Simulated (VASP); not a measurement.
Output of a VASP run:

### OSZICAR
```
       N       E                     dE             d eps       ncg     rms          rms(c)
DAV:   1     0.898309149204E+02    0.89831E+02   -0.65904E+03  2096   0.107E+03
DAV:   2    -0.775431272839E+01   -0.97585E+02   -0.95364E+02  2322   0.380E+02
DAV:   3    -0.112307644727E+02   -0.34765E+01   -0.33544E+01  2988   0.612E+01
DAV:   4    -0.114079030525E+02   -0.17714E+00   -0.17603E+00  2876   0.124E+01
DAV:   5    -0.114146586131E+02   -0.67556E-02   -0.67505E-02  3054   0.183E+00    0.802E+00
DAV:   6    -0.109928979475E+02    0.42176E+00   -0.80029E-01  3190   0.113E+01    0.284E+00
DAV:   7    -0.109397037132E+02    0.53194E-01   -0.23883E-01  3236   0.599E+00    0.912E-01
DAV:   8    -0.109429322670E+02   -0.32286E-02   -0.11135E-02  2370   0.156E+00    0.443E-02
DAV:   9    -0.109429574734E+02   -0.25206E-04   -0.67683E-04  3384   0.269E-01    0.272E-02
DAV:  10    -0.109429658724E+02   -0.83990E-05   -0.17126E-05  2408   0.536E-02    0.122E-02
DAV:  11    -0.109429601893E+02    0.56830E-05   -0.42931E-06  2470   0.351E-02    0.253E-03
DAV:  12    -0.109429602979E+02   -0.10861E-06   -0.81557E-08  1206   0.390E-03
   1 F= -.10942960E+02 E0= -.10943056E+02  d E =-.109430E+02
```

File OUTCAR:
```
------------------------ aborting loop because EDIFF is reached ----------------------------------------
  FORCE on cell =-STRESS in cart. coord.  units (eV):
  Direction    XX          YY          ZZ          XY          YZ          ZX
  --------------------------------------------------------------------------------------
  Total       -0.0052468     -0.0052468     -0.0052468     -0.0000000     -0.0000000      0.0000000
  in kB       -0.4823685     -0.4823685     -0.4823685     -0.0000000     -0.0000000      0.0000000
  external PRESSURE =      -0.4823685 kB  Pullay stress =       0.0000000 kB
  volume of cell :       17.43
      direct lattice vectors                 reciprocal lattice vectors
    -1.633255746  1.633255746  1.633255746     0.000000000  0.306136991  0.306136991
     1.633255746 -1.633255746  1.633255746     0.306136991  0.000000000  0.306136991
     1.633255746  1.633255746 -1.633255746     0.306136991  0.306136991  0.000000000
 POSITION                                       TOTAL-FORCE (eV/Angst)
 -----------------------------------------------------------------------------------
      0.00000      0.00000      0.00000        -0.000000      0.000000     -0.000000
 -----------------------------------------------------------------------------------
    total drift:                                0.000000      0.000000      0.000000
  FREE ENERGIE OF THE ION-ELECTRON SYSTEM (eV)
  ---------------------------------------------------
  free  energy   TOTEN  =       -10.9429602979 eV

  energy  without entropy=      -10.9432470124  energy(sigma->0) =      -10.94305587

 reached required accuracy - stopping structural energy minimisation
```
(Selected blocks of OUTCAR.)

File POSCAR:
```
Nb
1
   -1.6332557465     1.6332557465     1.6332557465
    1.6332557465    -1.6332557465     1.6332557465
    1.6332557465     1.6332557465    -1.6332557465
Nb
1
Direct
  0.0000000000   0.0000000000   0.0000000000
```

Problem. Write an INCAR and KPOINTS that could have produced this output.

Solution. Several could match; the one computed here: the input of the run itself, PBEsol GGA, plane waves, VASP's PBE PAW potentials (set 64).

**INCAR**
```
ALGO  =  Normal
EDIFF  =  1E-6
EDIFFG  =  -0.01
ENCUT  =  400
GGA  =  PS
IBRION  =  2
ISIF  =  3
ISMEAR  =  1
LASPH  =  .TRUE.
LCHARG  =  .FALSE.
LMAXMIX  =  4
LREAL  =  .FALSE.
LWAVE  =  .FALSE.
NELM  =  100
NSW  =  60
PREC  =  Accurate
SIGMA  =  0.1
SYSTEM  =  Nb
```

### KPOINTS
```
Automatic mesh
0
Gamma
14 14 14
0 0 0
```

POTCAR, in this order: Nb_sv (PBE.64 set). Program: vasp_std.

The structure comes from a measured Nb entry (Im-3m) of the Crystallography Open Database, whose conditions weren't checked. It was relaxed first. The start is the result of an earlier pass.
